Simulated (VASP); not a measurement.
The input files of a VASP run:

File POSCAR:
```
BeTe
3.9358160
  0.0000000000   0.7071067347   0.7071067347
  0.7071067347   0.0000000000   0.7071067347
  0.7071067347   0.7071067347   0.0000000000
Be Te
1 1
Cartesian
  0.0000000000   0.0000000000   0.0000000000
  1.0606601020   1.0606601020   1.0606601020
```

File KPOINTS:
```
Automatic
0
Gamma
  5 5 5
```

INCAR:
```
SYSTEM  =  BeTe
PREC  =  Accurate; ENCUT  =  300; LREAL  =  .FALSE.
LASPH  =  .TRUE.; ISYM  =  3
EDIFF  =  1E-6; NELM  =  100; ALGO  =  Normal
LMAXMIX  =  4
ISMEAR  =  -1; SIGMA  =  0.01
GGA  =  PE; LHFCALC  =  .TRUE.; AEXX  =  0.25
HFSCREEN  =  0.2; PRECFOCK  =  Fast
ISIF  =  2
LWAVE  =  .FALSE.; LCHARG  =  .FALSE.
```

POTCAR, in this order: Be Te (PBE.64 set). Program: vasp_std.

Problem. Translate this HSE06 calculation to Ansatz.

Solution. One equivalent input (not run):
Ansatz 0.2 input:
```yaml
crystal:
  lattice:
    - [0.0000000, 2.7830420, 2.7830420]
    - [2.7830420, 0.0000000, 2.7830420]
    - [2.7830420, 2.7830420, 0.0000000]
  atoms:
    - { symbol: Be, position: [0.0000000, 0.0000000, 0.0000000] }
    - { symbol: Te, position: [0.7500000, 0.7500000, 0.7500000] }
kpoints:
  mp_grid: { grid: [5, 5, 5] }
hamiltonian:
  xc: hse06
  pseudopotentials: { kind: paw }
scf:
  occupations: { method: fermi_dirac, width: 0.01 }
  max_iter: 100
output: { forces: true, stress: true, eigenvalues: true }
```
Limits of the translation: each code has its own PAW files, so the cut-off isn't converted (ENCUT is set for VASP's; basis.ecutwfc is left out, and Ansatz then takes the one that its files recommend); Ansatz stops its SCF on the density residual and VASP on the energy change (EDIFF); Ansatz's hse06 screens at 0.11 per bohr (0.208 per Å), slightly more than HFSCREEN = 0.2.

The structure comes from a computed database's BeTe entry; how it stands against other phases isn't given here. The cell was not relaxed at this level.
